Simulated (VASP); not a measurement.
```
CELL_PARAMETERS angstrom
      1.63943    -2.83958     0.00000
      1.63943     2.83958     0.00000
      0.00000     0.00000    12.70467
ATOMIC_POSITIONS crystal
  Mo 0.33333 0.66667 0.25000
  Mo 0.66667 0.33333 0.75000
  Se 0.33333 0.66667 0.88186
  Se 0.66667 0.33333 0.38186
  Se 0.66667 0.33333 0.11814
  Se 0.33333 0.66667 0.61814
```

Level of theory: PBE GGA with D3 dispersion (Becke-Johnson damping), VASP's PBE PAW potentials (set 64) (plane waves; VASP). Run with 520 eV cut-off, Gaussian smearing of 0.050 eV, potentials Mo_sv Se.

**Question.** Give the energies of bands 17 to 30 at the high-symmetry points, in eV from the valence-band maximum.

**Answer.** 
```json
[
 {"band": "17", "Γ": "-2.53", "M": "-4.73", "K": "-4.68", "A": "-2.52", "L": "-4.24", "H": "-4.47"},
 {"band": "18", "Γ": "-2.51", "M": "-3.91", "K": "-4.29", "A": "-2.52", "L": "-4.24", "H": "-4.47"},
 {"band": "19", "Γ": "-2.51", "M": "-3.25", "K": "-3.79", "A": "-2.43", "L": "-3.19", "H": "-4.22"},
 {"band": "20", "Γ": "-1.55", "M": "-3.12", "K": "-3.79", "A": "-2.43", "L": "-3.19", "H": "-4.22"},
 {"band": "21", "Γ": "-1.55", "M": "-2.59", "K": "-3.75", "A": "-1.52", "L": "-2.45", "H": "-3.14"},
 {"band": "22", "Γ": "-1.49", "M": "-2.25", "K": "-3.75", "A": "-1.52", "L": "-2.45", "H": "-3.14"},
 {"band": "23", "Γ": "-1.49", "M": "-1.25", "K": "-2.39", "A": "-1.52", "L": "-1.18", "H": "-2.64"},
 {"band": "24", "Γ": "-1.20", "M": "-1.21", "K": "-2.39", "A": "-1.52", "L": "-1.18", "H": "-2.64"},
 {"band": "25", "Γ": "-0.66", "M": "-1.13", "K": "-0.55", "A": "-0.16", "L": "-1.05", "H": "-0.45"},
 {"band": "26", "Γ": "0.00", "M": "-0.88", "K": "-0.30", "A": "-0.16", "L": "-1.05", "H": "-0.45"},
 {"band": "27", "Γ": "2.45", "M": "1.54", "K": "1.15", "A": "2.46", "L": "1.56", "H": "1.16"},
 {"band": "28", "Γ": "2.45", "M": "1.60", "K": "1.15", "A": "2.46", "L": "1.56", "H": "1.16"},
 {"band": "29", "Γ": "2.54", "M": "1.77", "K": "1.48", "A": "2.46", "L": "1.99", "H": "2.04"},
 {"band": "30", "Γ": "2.54", "M": "2.16", "K": "2.62", "A": "2.46", "L": "1.99", "H": "2.04"}
]
```

The gap is indirect, 0.72 eV, from the valence maximum at Γ to the conduction minimum at K-Γ at 0.44.

Measured: gap 1.09 eV (computed value off by -0.37 eV), as given by Li et al., (2013), arXiv:1302.0733.

The compound is MoSe2 in the 2H layered structure. It was relaxed first.
